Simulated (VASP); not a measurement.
Output of a VASP run:

**OUTCAR**
```
 ion  position               nearest neighbor table
   1  0.227  0.227  0.227-   2 2.56   2 2.56   2 2.56
   2  0.773  0.773  0.773-   1 2.56   1 2.56   1 2.56
  LATTYP: Found a trigonal (rhomboedric) cell.
 ALAT       =     4.1886470921
 COS(alpha) =     0.5839388911
 Subroutine PRICEL returns:
 Original cell was already a primitive cell.
 Subroutine GETGRP returns: Found 12 space group operations
The static configuration has the point symmetry D_3d.
The dynamic configuration has the point symmetry D_3d.
 Subroutine INISYM returns: Found 12 space group operations
 Subroutine IBZKPT returns following result:
 Found    116 irreducible k-points:

 Following reciprocal coordinates:
            Coordinates               Weight
  0.000000  0.000000  0.000000      1.000000
  0.100000 -0.000000  0.000000      6.000000
  0.200000 -0.000000  0.000000      6.000000
  0.300000  0.000000  0.000000      6.000000
  0.400000  0.000000  0.000000      6.000000
  0.500000 -0.000000 -0.000000      3.000000
  0.100000  0.100000  0.000000      6.000000
  0.200000  0.100000 -0.000000     12.000000
  0.300000  0.100000  0.000000     12.000000
  0.400000  0.100000  0.000000     12.000000
  0.500000  0.100000 -0.000000     12.000000
 -0.400000  0.100000  0.000000     12.000000
 -0.300000  0.100000  0.000000     12.000000
 -0.200000  0.100000 -0.000000     12.000000
 -0.100000  0.100000  0.000000      6.000000
  0.200000  0.200000  0.000000      6.000000
  0.300000  0.200000  0.000000     12.000000
  0.400000  0.200000 -0.000000     12.000000
  0.500000  0.200000  0.000000     12.000000
 -0.400000  0.200000  0.000000     12.000000
 -0.300000  0.200000  0.000000     12.000000
 -0.200000  0.200000  0.000000      6.000000
  0.300000  0.300000  0.000000      6.000000
  0.400000  0.300000  0.000000     12.000000
  0.500000  0.300000  0.000000     12.000000
 -0.400000  0.300000  0.000000     12.000000
 -0.300000  0.300000  0.000000      6.000000
  0.400000  0.400000  0.000000      6.000000
  0.500000  0.400000 -0.000000     12.000000
 -0.400000  0.400000  0.000000      6.000000
  0.500000  0.500000  0.000000      3.000000
  0.100000  0.100000  0.100000      2.000000
  0.200000  0.100000  0.100000      6.000000
  0.300000  0.100000  0.100000      6.000000
  0.400000  0.100000  0.100000      6.000000
  0.500000  0.100000  0.100000      6.000000
 -0.400000  0.100000  0.100000      6.000000
 -0.300000  0.100000  0.100000      6.000000
 -0.200000  0.100000  0.100000      6.000000
 -0.100000  0.100000  0.100000      6.000000
   k-points           NKPTS =    116   k-points in BZ     NKDIM =    116   number of bands    NBANDS=      9
   number of dos      NEDOS =    301   number of ions     NIONS =      2
   total plane-waves  NPLWV =  21952
   dimension x,y,z NGX =    28 NGY =   28 NGZ =   28
   dimension x,y,z NGXF=    56 NGYF=   56 NGZF=   56
   ions per type =               2
   PREC   = accura    normal or accurate (medium, high low for compatibility)
   ISTART =      0    job   : 0-new  1-cont  2-samecut
   ICHARG =      2    charge: 1-file 2-atom 10-const
   ISPIN  =      1    spin polarized calculation?
   LNONCOLLINEAR =      F non collinear calculations
   LSORBIT =      F    spin-orbit coupling
   INIWAV =      1    electr: 0-lowe 1-rand  2-diag
   ENCUT  =  400.0 eV  29.40 Ry    5.42 a.u.   6.83  6.83  6.83*2*pi/ulx,y,z
   NELM   =    100;   NELMIN=  2; NELMDL= -5     # of ELM steps
   EDIFF  = 0.1E-05   stopping-criterion for ELM
   LREAL  =      F    real-space projection
   NLSPLINE    = F    spline interpolate recip. space projectors
   LMAXMIX     =    4 max onsite mixed and CHGCAR
   VOSKOWN=      0    Vosko Wilk Nusair interpolation
   EDIFFG = -.1E-01   stopping-criterion for IOM
   NSW    =     60    number of steps for IOM
   NBLOCK =      1;   KBLOCK =     60    inner block; outer block
...
```

OSZICAR:
```
       N       E                     dE             d eps       ncg     rms          rms(c)
DAV:   1     0.244201231837E+02    0.24420E+02   -0.37456E+03  2088   0.745E+02
DAV:   2    -0.834429849744E+01   -0.32764E+02   -0.31888E+02  3184   0.111E+02
DAV:   3    -0.935212999181E+01   -0.10078E+01   -0.10038E+01  2424   0.234E+01
DAV:   4    -0.935782055781E+01   -0.56906E-02   -0.56898E-02  2571   0.178E+00
DAV:   5    -0.935783801536E+01   -0.17458E-04   -0.17456E-04  2396   0.859E-02    0.311E+00
DAV:   6    -0.935004208867E+01    0.77959E-02   -0.50169E-03  2338   0.573E-01    0.187E+00
DAV:   7    -0.934619362405E+01    0.38485E-02   -0.11089E-02  2191   0.876E-01    0.906E-02
DAV:   8    -0.934632232093E+01   -0.12870E-03   -0.43722E-04  2153   0.155E-01    0.338E-02
DAV:   9    -0.934637200193E+01   -0.49681E-04   -0.75383E-05  2349   0.688E-02    0.106E-02
DAV:  10    -0.934637161242E+01    0.38951E-06   -0.64921E-06  2453   0.169E-02
   1 F= -.93463716E+01 E0= -.93462891E+01  d E =-.934637E+01
       N       E                     dE             d eps       ncg     rms          rms(c)
DAV:   1    -0.934640616044E+01   -0.34159E-04   -0.84765E-04  2124   0.173E-01    0.149E-02
DAV:   2    -0.934640033031E+01    0.58301E-05   -0.28191E-05  2237   0.366E-02    0.782E-03
DAV:   3    -0.934639805591E+01    0.22744E-05   -0.10533E-05  2616   0.193E-02    0.199E-03
DAV:   4    -0.934639811394E+01   -0.58029E-07   -0.66819E-07  1089   0.643E-03
   2 F= -.93463981E+01 E0= -.93463148E+01  d E =-.265015E-04
```

**OUTCAR**
```
------------------------ aborting loop because EDIFF is reached ----------------------------------------
  FORCE on cell =-STRESS in cart. coord.  units (eV):
  Direction    XX          YY          ZZ          XY          YZ          ZX
  --------------------------------------------------------------------------------------
  Total        0.0163281     -0.0099282     -0.0074269      0.0000000      0.0000000      0.0081040
  in kB        0.5810415     -0.3533000     -0.2642902      0.0000000      0.0000000      0.2883843
  external PRESSURE =      -0.0121829 kB  Pullay stress =       0.0000000 kB
  volume of cell :       45.02
      direct lattice vectors                 reciprocal lattice vectors
     3.730046067 -1.909831605 -0.002690655     0.133962319 -0.261803187 -0.116840665
     3.730046067  1.909831605 -0.002690655     0.133962319  0.261803187 -0.116840665
     2.754467509  0.000000000  3.158102998     0.000228268  0.000000000  0.316446691
 POSITION                                       TOTAL-FORCE (eV/Angst)
 -----------------------------------------------------------------------------------
      2.31960      0.00000      0.71595        -0.003897     -0.000000     -0.001203
      7.89495      0.00000      2.43678         0.003897      0.000000      0.001203
 -----------------------------------------------------------------------------------
    total drift:                                0.000000      0.000000      0.000000
  FREE ENERGIE OF THE ION-ELECTRON SYSTEM (eV)
  ---------------------------------------------------
  free  energy   TOTEN  =        -9.3463981139 eV

  energy  without entropy=       -9.3461481488  energy(sigma->0) =       -9.34631479

 reached required accuracy - stopping structural energy minimisation
```
(Selected blocks of OUTCAR.)

POSCAR:
```
As
1
    3.7275867348    -1.9104572607    -0.0038277645
    3.7275867348     1.9104572607    -0.0038277645
    2.7516885802     0.0000000000     3.1580013564
As
2
Direct
  0.2270816011   0.2270816011   0.2270816011
  0.7729183989   0.7729183989   0.7729183989
```

Write an INCAR and KPOINTS that could have produced this output.

Several could match; the one computed here: the input of the run itself, PBE GGA, plane waves, VASP's PBE PAW potentials (set 64).

**KPOINTS**
```
Automatic mesh
0
Gamma
10 10 10
0 0 0
```

**INCAR**
```
! general
SYSTEM  = As
PREC    = Accurate
ENCUT   = 400
LREAL   = .FALSE.
LASPH   = .TRUE.

! electronic loop
EDIFF   = 1E-6
NELM    = 100
ALGO    = Normal
LMAXMIX = 4

! smearing
ISMEAR  = 1
SIGMA   = 0.1

! functional
GGA     = PE

! ions
IBRION  = 2
NSW     = 60
ISIF    = 3
EDIFFG  = -0.01

! output
LWAVE   = .FALSE.
LCHARG  = .FALSE.
```

POTCAR, in this order: As (PBE.64 set). Program: vasp_std.

The compound is As in the a7 structure. This run relaxes it. Symmetry was kept, so distortions that lower it aren't found. The start is the result of an earlier pass.
